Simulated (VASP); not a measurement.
Data:

```
CELL_PARAMETERS angstrom
      2.28325    -3.95470     0.00000
      2.28325     3.95470     0.00000
      0.00000     0.00000     7.17355
ATOMIC_POSITIONS crystal
  Mg 0.00000 0.00000 0.00000
  Mg 0.33333 0.66667 0.63325
  Mg 0.66667 0.33333 0.36675
  Sb 0.33333 0.66667 0.22370
  Sb 0.66667 0.33333 0.77630
```

These are AM05 GGA, VASP's PBE PAW potentials (set 64) (plane waves; VASP) values and carry that method's errors. Numerical set-up: 520 eV cut-off, 6×6×4 Γ-centred mesh, tetrahedra with Blöchl corrections, potentials Mg Sb.

Unless said otherwise, spin-orbit coupling is left out, though it shifts the bands of the heavy elements here.

Task: Predict the energy per atom (σ→0), band gap (on the k-mesh) with the smallest direct gap where there is one.

Result: 
| Property | Value |
|---|---|
| band gap (on the k-mesh) | 0.19 eV |
| smallest direct gap (on the k-mesh) | 1.05 eV |
| energy per atom (σ→0) | -3.023 eV/atom |

Only differences to runs with the same potentials and settings are physical.

The compound is Mg3Sb2 in the a-la2o3 structure. It was relaxed first.
